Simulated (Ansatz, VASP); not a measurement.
# Cross-check of Zr4Si3O14 (amorphous 57ZrO2-43SiO2 (mol %)) between VASP and Ansatz, part 3 of 3

One calculation is typed for both programs; each brings its own data sets. How far apart do they land? Of the first pair: The structure shown is the start of the Ansatz relaxation below; VASP solves that cell, so the two are compared at the walk's first step.

VASP 6.6.1 and Ansatz 0.2.0.

So far. Step 3 (VASP: single point, PBE, start cell, pair 1): The run ends at a pressure of -0.95 GPa, with forces up to 3.3 eV/Å.

## 6. VASP: single point, PBE, relaxed cell, pair 2

Level of this step: PBE; plane waves and PAW (Zr_sv, Si, O) (VASP).

The same cell, functional, mesh and smearing now go to VASP, with its own data sets.

INCAR reads:

```
SYSTEM = Zr4Si3O14
PREC = Accurate
ENCUT = 600
EDIFF = 1E-06
NELM = 120
ISMEAR = -1
SIGMA = 0.025
LREAL = Auto
ALGO = Normal
GGA = PE
NBANDS = 352
LASPH = .TRUE.
LORBIT = 11
LWAVE = .FALSE.
LCHARG = .FALSE.
ISIF = 2
GGA_COMPAT = .FALSE.
EFERMI = MIDGAP
NCORE = 2
```

POSCAR reads:

```
Zr4Si3O14
1.0
   10.7404790000      0.2307110000      0.1111360000
    0.2307110000     10.3177150000     -0.1516360000
    0.1111360000     -0.1516360000     10.2796270000
Zr Si O
16 12 56
Direct
    0.0148200000      0.8048900000      0.5304100000
    0.6646800000      0.7257000000      0.5079700000
    0.3013300000      0.7627300000      0.7641800000
    0.6277500000      0.3560100000      0.5161700000
    0.8720400000      0.2049900000      0.3193800000
    0.6524200000      0.5437400000      0.0157800000
    0.8246000000      0.5773300000      0.7188800000
    0.1371800000      0.7253300000      0.2348900000
    0.0846100000      0.9908000000      0.0498900000
    0.3692500000      0.0438700000      0.9107600000
    0.1356600000      0.2927500000      0.8736200000
    0.6451300000      0.2733700000      0.8602900000
    0.1681400000      0.0979100000      0.3440100000
    0.3289100000      0.5813200000      0.4426300000
    0.1518300000      0.0251700000      0.6682700000
    0.3669800000      0.2710400000      0.6266100000
    0.4849200000      0.7049300000      0.2531200000
    0.8483500000      0.0099500000      0.8092600000
    0.9621100000      0.4662600000      0.1199700000
    0.5902100000      0.2582100000      0.1923300000
    0.4642800000      0.9920700000      0.2169700000
    0.4433600000      0.9882000000      0.5172900000
    0.9061500000      0.7273900000      0.0188300000
    0.9555000000      0.2905200000      0.5869100000
    0.3096200000      0.3573500000      0.2016000000
    0.3473600000      0.4840500000      0.9250100000
    0.6195500000      0.8142600000      0.8353200000
    0.8311200000      0.8668800000      0.2686300000
    0.8121000000      0.2595500000      0.5350700000
    0.8972400000      0.3644500000      0.2128400000
    0.7867400000      0.1582500000      0.8036800000
    0.2415100000      0.1748000000      0.5237800000
    0.4888800000      0.1321500000      0.5581700000
    0.3335000000      0.6903100000      0.2476100000
    0.2841300000      0.3999200000      0.8018600000
    0.1730000000      0.9222900000      0.2160500000
    0.9513100000      0.4416600000      0.6412700000
    0.8899300000      0.6960100000      0.8637500000
    0.5037800000      0.1641500000      0.9034900000
    0.9374900000      0.0083500000      0.9378000000
    0.4712800000      0.8722300000      0.8323200000
    0.4347600000      0.4047100000      0.4978800000
    0.3730400000      0.0003800000      0.0950900000
    0.9399200000      0.9678400000      0.6836400000
    0.8245000000      0.8368400000      0.1096800000
    0.0388700000      0.2172700000      0.7050100000
    0.1361200000      0.8049200000      0.6755000000
    0.6662100000      0.3125100000      0.0660000000
    0.7365800000      0.7726400000      0.3410300000
    0.4608300000      0.3419500000      0.2085300000
    0.2806800000      0.4080200000      0.0496100000
    0.4981800000      0.4645100000      0.9291900000
    0.3885000000      0.0031700000      0.3623200000
    0.0131600000      0.3981900000      0.9805100000
    0.8574100000      0.7137900000      0.5745200000
    0.5293700000      0.8465300000      0.2133100000
    0.0488900000      0.7731800000      0.0498500000
    0.5647800000      0.8923500000      0.5256300000
    0.3318500000      0.9343500000      0.6117100000
    0.5008800000      0.6670300000      0.4092900000
    0.5667000000      0.1020300000      0.1958300000
    0.2583500000      0.4549100000      0.3173000000
    0.0648400000      0.5543500000      0.1863300000
    0.8086200000      0.0196900000      0.3093700000
    0.6744700000      0.2828400000      0.3232100000
    0.2538100000      0.2185100000      0.2299200000
    0.2110800000      0.9307000000      0.8690200000
    0.2758400000      0.1541300000      0.7663800000
    0.6488900000      0.7105800000      0.7139100000
    0.1530900000      0.6862000000      0.4330100000
    0.5604900000      0.3182700000      0.6925600000
    0.6983600000      0.5226100000      0.5490000000
    0.0211800000      0.2420200000      0.4426400000
    0.3032800000      0.6358400000      0.9126600000
    0.0942000000      0.9782000000      0.4864200000
    0.3343900000      0.6274800000      0.6314700000
    0.9683900000      0.8105900000      0.3228300000
    0.6311400000      0.7228400000      0.9617200000
    0.1741000000      0.1516600000      0.9889200000
    0.0180100000      0.1135500000      0.2122800000
    0.5633900000      0.5880400000      0.1799000000
    0.7219700000      0.9253200000      0.8312200000
    0.7381900000      0.4576200000      0.8447300000
    0.8533200000      0.5833500000      0.0782400000
```

KPOINTS reads:

```
Automatic mesh
0
Gamma
1 1 1
0 0 0
```

The projector-augmented-wave data sets are Zr_sv, Si and O (PBE family, release 64).

Started as:

```bash
$ mpirun -np 8 vasp_gam
```

Numbers of over 12 decimals in the logs are rounded to 6 here.

Output:

```text
[... set-up lines as in an earlier step ...]
 entering main loop
       N       E                     dE             d eps       ncg     rms          rms(c)
DAV:   1     0.758101334565E+04    0.75810E+04   -0.38343E+05   704   0.189E+03
DAV:   2    -0.979078430337E+02   -0.76789E+04   -0.74024E+04   848   0.499E+02
DAV:   3    -0.825506006485E+03   -0.72760E+03   -0.72334E+03   840   0.156E+02
DAV:   4    -0.867212303601E+03   -0.41706E+02   -0.41641E+02  1216   0.316E+01
[...]
DAV:  17    -0.732314771717E+03   -0.67600E-05   -0.20503E-05   728   0.945E-03    0.109E-02
DAV:  18    -0.732314774159E+03   -0.24424E-05   -0.64426E-06   648   0.644E-03    0.312E-03
DAV:  19    -0.732314774604E+03   -0.44502E-06   -0.19155E-06   584   0.324E-03
   1 F= -.73231477E+03 E0= -.73231477E+03  d E =0.000000E+00
```

From OUTCAR (step 6):

```text
  FREE ENERGIE OF THE ION-ELECTRON SYSTEM (eV)
  ---------------------------------------------------
  free  energy   TOTEN  =      -732.3147746042 eV

  energy  without entropy=     -732.3147746042  energy(sigma->0) =     -732.31477460

[... 1 part as in an earlier step ...]
```

The run ends at a pressure of 0.03 GPa, with forces up to 0.061 eV/Å.

## 7. Differences

What differs besides the data sets and the points named for the pairs above, as far as they apply: the cutoff is 420 eV in Ansatz and 600 eV in VASP (PREC = Accurate, projectors in real space). Total energies have different zeros and are not compared.

Compared:

| quantity | Ansatz | VASP | difference |
| --- | --- | --- | --- |
| pressure (GPa) | 0.00 | 0.03 | -0.03 |
| gap on the k mesh (eV) | 3.576 | 3.569 | +0.007 |

At this near-relaxed geometry the largest component of a force difference is 52 meV/Å. A gap on the mesh is an upper bound, since the band edges may lie between its points.

## 8. Summary of results

| Item | Value |
| --- | --- |
| r.m.s. force difference (single point, PBE, start cell, pair 1) | 2.4 % of the r.m.s. force |
| r.m.s. force difference (single point, PBE, relaxed cell, pair 2) | 18 meV/Å |

What this shows: The r.m.s. force difference is 18 meV/Å (single point, PBE, relaxed cell, pair 2), beyond the 12 meV/Å picked in this series as the mark of a large difference. What causes the difference of the single point, PBE, relaxed cell, pair 2 pair stays open here. How closely two codes agree says nothing of how well the functional describes the real material.

[Lines on the potential files, build, host, timing and source positions are cut from VASP's logs without a mark.]

[Logs are printed without paths, hosts, clocks, repeated set-up lines and the standing remarks that a program may print on its own settings, such as how far it seeks lower states.]

[Hosts, paths, dates, database ids (printed as entryN), source tags and the programs' standing remarks are cut or masked in the printed files.]
